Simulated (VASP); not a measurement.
The system is Y3Ge.

```
CELL_PARAMETERS angstrom
-2.26539 2.26539 5.19702
2.26539 -2.26539 5.19702
2.26539 2.26539 -5.19702
ATOMIC_POSITIONS crystal
Y 0.50000 0.50000 0.00000
Y 0.25000 0.75000 0.50000
Y 0.75000 0.25000 0.50000
Ge 0.00000 0.00000 0.00000
```

The cell comes from a database or a generator and needn't be the stable form of this composition.

- Program: VASP 6.6.1
- Task: relaxation of cell and atoms
- Functional: LDA
- Potentials or basis: VASP PAW LDA potentials, release 64 (Y_sv, Ge_d)
- Cutoff: 600 eV
- k mesh: 6 × 6 × 6
- Occupations: fermi-dirac, width 0.05 eV
- Spin: no spin polarisation

At the start: pressure -4.8 GPa; volume 26.67 Å³/atom.

How do energy, volume and symmetry change on relaxing?

Over 6 steps the energy falls by 42.5 meV/atom and the volume is 23.98 Å³/atom (-10.1 %); space group I4/mmm (No. 139, to 0.05 Å).

The path:
```tsv
step	energy change (eV)	largest force (eV/Å)	pressure (GPa)	volume (Å³)
1	0.0000	0.0000	-4.76	106.68
2	-0.1488	0.0000	1.20	94.90
3	-0.1561	0.0000	0.01	96.83
4	-0.1616	0.0000	-0.01	96.63
5	-0.1698	0.0000	-0.04	96.00
6	-0.1700	0.0000	-0.05	95.91
```

Final structure:
```
CELL_PARAMETERS angstrom
-2.22063 2.22063 4.86266
2.22063 -2.22063 4.86266
2.22063 2.22063 -4.86266
ATOMIC_POSITIONS crystal
Y 0.50000 0.50000 0.00000
Y 0.25000 0.75000 0.50000
Y 0.75000 0.25000 0.50000
Ge 0.00000 0.00000 0.00000
```
